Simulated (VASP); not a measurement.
Output of a VASP run:

File OUTCAR:
```
 ion  position               nearest neighbor table
   1  0.500  0.500  0.500-   2 2.47   2 2.47   2 2.47   2 2.47   2 2.47   2 2.47   2 2.47   2 2.47
  LATTYP: Found a simple cubic cell.
 ALAT       =     2.8575995837
 Subroutine PRICEL returns:
 Original cell was already a primitive cell.
 Subroutine GETGRP returns: Found 48 space group operations
The static configuration has the point symmetry O_h .
The dynamic configuration has the point symmetry O_h .
 Subroutine INISYM returns: Found 48 space group operations
 Subroutine IBZKPT returns following result:
 Found     84 irreducible k-points:

 Following reciprocal coordinates:
            Coordinates               Weight
  0.000000  0.000000  0.000000      1.000000
  0.083333  0.000000  0.000000      6.000000
  0.166667  0.000000  0.000000      6.000000
  0.250000  0.000000  0.000000      6.000000
  0.333333  0.000000  0.000000      6.000000
  0.416667  0.000000  0.000000      6.000000
  0.500000  0.000000  0.000000      3.000000
  0.083333  0.083333  0.000000     12.000000
  0.166667  0.083333  0.000000     24.000000
  0.250000  0.083333  0.000000     24.000000
  0.333333  0.083333  0.000000     24.000000
  0.416667  0.083333  0.000000     24.000000
  0.500000  0.083333  0.000000     12.000000
  0.166667  0.166667  0.000000     12.000000
  0.250000  0.166667  0.000000     24.000000
  0.333333  0.166667  0.000000     24.000000
  0.416667  0.166667  0.000000     24.000000
  0.500000  0.166667  0.000000     12.000000
  0.250000  0.250000  0.000000     12.000000
  0.333333  0.250000  0.000000     24.000000
  0.416667  0.250000  0.000000     24.000000
  0.500000  0.250000  0.000000     12.000000
  0.333333  0.333333  0.000000     12.000000
  0.416667  0.333333  0.000000     24.000000
  0.500000  0.333333  0.000000     12.000000
  0.416667  0.416667  0.000000     12.000000
  0.500000  0.416667  0.000000     12.000000
  0.500000  0.500000  0.000000      3.000000
  0.083333  0.083333  0.083333      8.000000
  0.166667  0.083333  0.083333     24.000000
  0.250000  0.083333  0.083333     24.000000
  0.333333  0.083333  0.083333     24.000000
  0.416667  0.083333  0.083333     24.000000
  0.500000  0.083333  0.083333     12.000000
  0.166667  0.166667  0.083333     24.000000
  0.250000  0.166667  0.083333     48.000000
  0.333333  0.166667  0.083333     48.000000
  0.416667  0.166667  0.083333     48.000000
  0.500000  0.166667  0.083333     24.000000
  0.250000  0.250000  0.083333     24.000000
   k-points           NKPTS =     84   k-points in BZ     NKDIM =     84   number of bands    NBANDS=     10
   number of dos      NEDOS =    301   number of ions     NIONS =      2
   total plane-waves  NPLWV =  13824
   dimension x,y,z NGX =    24 NGY =   24 NGZ =   24
   dimension x,y,z NGXF=    48 NGYF=   48 NGZF=   48
   ions per type =               1   1
   PREC   = accura    normal or accurate (medium, high low for compatibility)
   ISTART =      0    job   : 0-new  1-cont  2-samecut
   ICHARG =      2    charge: 1-file 2-atom 10-const
   ISPIN  =      1    spin polarized calculation?
   LNONCOLLINEAR =      F non collinear calculations
   LSORBIT =      F    spin-orbit coupling
   INIWAV =      1    electr: 0-lowe 1-rand  2-diag
   ENCUT  =  520.0 eV  38.22 Ry    6.18 a.u.   5.31  5.31  5.31*2*pi/ulx,y,z
   NELM   =    100;   NELMIN=  2; NELMDL= -5     # of ELM steps
   EDIFF  = 0.1E-06   stopping-criterion for ELM
   LREAL  =      F    real-space projection
   NLSPLINE    = F    spline interpolate recip. space projectors
   LMAXMIX     =    4 max onsite mixed and CHGCAR
   VOSKOWN=      0    Vosko Wilk Nusair interpolation
   EDIFFG = 0.1E-05   stopping-criterion for IOM
   NSW    =      0    number of steps for IOM
   NBLOCK =      1;   KBLOCK =      1    inner block; outer block
   IBRION =     -1    ionic relax: 0-MD 1-quasi-New 2-CG
   NFREE  =      0    steps in history (QN), initial steepest desc. (CG)
...
```

File OSZICAR:
```
       N       E                     dE             d eps       ncg     rms          rms(c)
DAV:   1     0.415841748326E+02    0.41584E+02   -0.58238E+03  1688   0.139E+03
DAV:   2    -0.974893743982E+01   -0.51333E+02   -0.48740E+02  1684   0.207E+02
DAV:   3    -0.110571552968E+02   -0.13082E+01   -0.12951E+01  2006   0.429E+01
DAV:   4    -0.110792230330E+02   -0.22068E-01   -0.22060E-01  2006   0.498E+00
DAV:   5    -0.110798451536E+02   -0.62212E-03   -0.62210E-03  1926   0.853E-01    0.119E+01
DAV:   6    -0.127127876907E+02   -0.16329E+01   -0.53635E+01  1856   0.127E+02    0.150E+01
DAV:   7    -0.971790382268E+01    0.29949E+01   -0.15683E+01  1848   0.763E+01    0.114E+00
DAV:   8    -0.971622070656E+01    0.16831E-02   -0.34616E-01  2068   0.738E+00    0.112E+00
DAV:   9    -0.970245782101E+01    0.13763E-01   -0.60757E-02  1956   0.410E+00    0.182E-01
DAV:  10    -0.970222098723E+01    0.23683E-03   -0.13725E-03  2064   0.597E-01    0.817E-02
DAV:  11    -0.970221576005E+01    0.52272E-05   -0.30560E-05  1926   0.564E-02    0.283E-02
DAV:  12    -0.970221319195E+01    0.25681E-05   -0.10644E-05  1984   0.589E-02    0.443E-03
DAV:  13    -0.970221302584E+01    0.16611E-06   -0.20069E-07  1414   0.556E-03    0.212E-03
DAV:  14    -0.970221300113E+01    0.24714E-07   -0.51202E-08   936   0.347E-03
   1 F= -.97022130E+01 E0= -.97022396E+01  d E =0.797181E-04
```

**OUTCAR**
```
------------------------ aborting loop because EDIFF is reached ----------------------------------------
  FORCE on cell =-STRESS in cart. coord.  units (eV):
  Direction    XX          YY          ZZ          XY          YZ          ZX
  --------------------------------------------------------------------------------------
  Total        1.5022743      1.5022743      1.5022743     -0.0000000      0.0000000     -0.0000000
  in kB      103.1467875    103.1467875    103.1467875     -0.0000000      0.0000000     -0.0000000
  external PRESSURE =     103.1467875 kB  Pullay stress =       0.0000000 kB
  volume of cell :       23.33
      direct lattice vectors                 reciprocal lattice vectors
     2.857599584  0.000000000  0.000000000     0.349944060  0.000000000  0.000000000
     0.000000000  2.857599584  0.000000000     0.000000000  0.349944060  0.000000000
     0.000000000  0.000000000  2.857599584     0.000000000  0.000000000  0.349944060
 POSITION                                       TOTAL-FORCE (eV/Angst)
 -----------------------------------------------------------------------------------
      1.42880      1.42880      1.42880         0.000000      0.000000      0.000000
      0.00000      0.00000      0.00000         0.000000      0.000000      0.000000
 -----------------------------------------------------------------------------------
    total drift:                                0.000000      0.000000      0.000000
  FREE ENERGIE OF THE ION-ELECTRON SYSTEM (eV)
  ---------------------------------------------------
  free  energy   TOTEN  =        -9.7022130011 eV

  energy  without entropy=       -9.7022927192  energy(sigma->0) =       -9.70223957
```
(Selected blocks of OUTCAR.)

POSCAR:
```
NiAl
1
    2.8575995837     0.0000000000     0.0000000000
    0.0000000000     2.8575995837     0.0000000000
    0.0000000000     0.0000000000     2.8575995837
Al Ni
1 1
Direct
  0.5000000000   0.5000000000   0.5000000000
  0.0000000000   0.0000000000   0.0000000000
```

**Question.** Write an INCAR and KPOINTS that could have produced this output.

**Answer.** Several could match; the one computed here: the input of the run itself, RPBE GGA, plane waves, VASP's PBE PAW potentials (set 64).

**INCAR**
```
ALGO  =  Normal
EDIFF  =  1E-7
ENCUT  =  520
GGA  =  RP
ISIF  =  2
ISMEAR  =  1
LASPH  =  .True.
LCHARG  =  .False.
LMAXMIX  =  4
LREAL  =  .False.
LWAVE  =  .False.
NELM  =  100
PREC  =  Accurate
SIGMA  =  0.1
SYSTEM  =  NiAl
```

**KPOINTS**
```
Automatic mesh
0
Gamma
12 12 12
0 0 0
```

POTCAR, in this order: Al Ni (PBE.64 set). Program: vasp_std.

The compound is NiAl in the CsCl type structure. This cell is one point of a volume scan, at 0.94 of the reference volume. The run is not spin-polarised, so no magnetic state was tried. The electron count is odd and the run is not spin-polarised, which forces a metal.
